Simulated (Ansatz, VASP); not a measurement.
## One calculation of LuHfF, two programs

The input INCAR:

```
ALGO     = Normal         # electronic algorithm
EDIFF    = 1E-7           # SCF threshold, eV
ENCUT    = 520            # plane-wave cutoff, eV
GGA      = PE             # functional
ISIF     = 2              # what is computed and relaxed
ISMEAR   = 0              # smearing method
LASPH    = T              # aspherical terms in the spheres
LCHARG   = T              # write CHGCAR
LELF     = T              # ELF
LREAL    = F              # projectors in reciprocal space
LVHAR    = T            
LWAVE    = F              # write WAVECAR
NBANDS   = 28             # bands
NELM     = 80             # most SCF steps
PREC     = Accurate       # precision mode
SIGMA    = 0.1            # smearing width, eV
```

The input KPOINTS:

```
k-points
0
Gamma
  6 6 4
```

The input POSCAR:

```
LuHfF
1.0
    3.9313822600      0.0000000000      0.0000000000
   -1.9656911300      3.4046769100      0.0000000000
    0.0000000000      0.0000000000      4.2524428300
Lu Hf F
1 1 1
Direct
    0.0000000000      0.0000000000      0.0000000000
    0.3333333300      0.6666666700      0.5000000000
    0.6666666700      0.3333333300      0.5000000000
```

Input for Ansatz:

```yaml
crystal:
  lattice:
    - [3.93138226, 0.0, 0.0]
    - [-1.96569113, 3.40467691, 0.0]
    - [0.0, 0.0, 4.25244283]
  atoms:
    - { symbol: Lu, position: [0.0, 0.0, 0.0] }
    - { symbol: Hf, position: [0.33333333, 0.66666667, 0.5] }
    - { symbol: F, position: [0.66666667, 0.33333333, 0.5] }
basis:
  ecutwfc: 420
kpoints:
  mp_grid: { grid: [6, 6, 4] }
hamiltonian:
  xc: pbe
scf:
  occupations: { method: gaussian, width: 0.1 }
  lower_state_search: "off"
output:
  forces: true
  stress: true
  eigenvalues: true
```

Change from the starting cell: species swapped into the EuGaSi type (P-6m2, No. 187).

Alike in both runs: task single point; functional PBE; k mesh 6 × 6 × 4; occupations gaussian, width 0.1 eV; no spin polarisation.

|  | VASP | Ansatz |
| --- | --- | --- |
| version | VASP 6.6.1 | Ansatz 0.2.0 |
| potentials or method | VASP PAW PBE potentials, release 64 (Lu, Hf_pv, F) | scalar-relativistic, plane waves, PAW |
| plane-wave cutoff (eV) | 520 | 420 |
| valence electrons in the cell | 42 | 58 |

Ansatz gave:

- gap on the k mesh at the Fermi level (eV): none
- pressure (GPa): 9.0
- largest component of the traceless stress (GPa): 6.30

Problem. What did VASP give for the same quantities?

Solution. gap on the k mesh at the Fermi level (eV): none; pressure (GPa): 8.4; largest component of the traceless stress (GPa): 6.79.

A gap of «none» marks a metal or a gap that the smearing closes. With one functional, cell and mesh, what is left measures potentials, basis and numerics. The two sets of potentials don't hold the same shells in valence.

Caveats: the k mesh is coarse (spacing up to 0.37 Å⁻¹), so the values aren't converged. Spin-orbit coupling is left out, which matters for the levels of Hf, Lu.
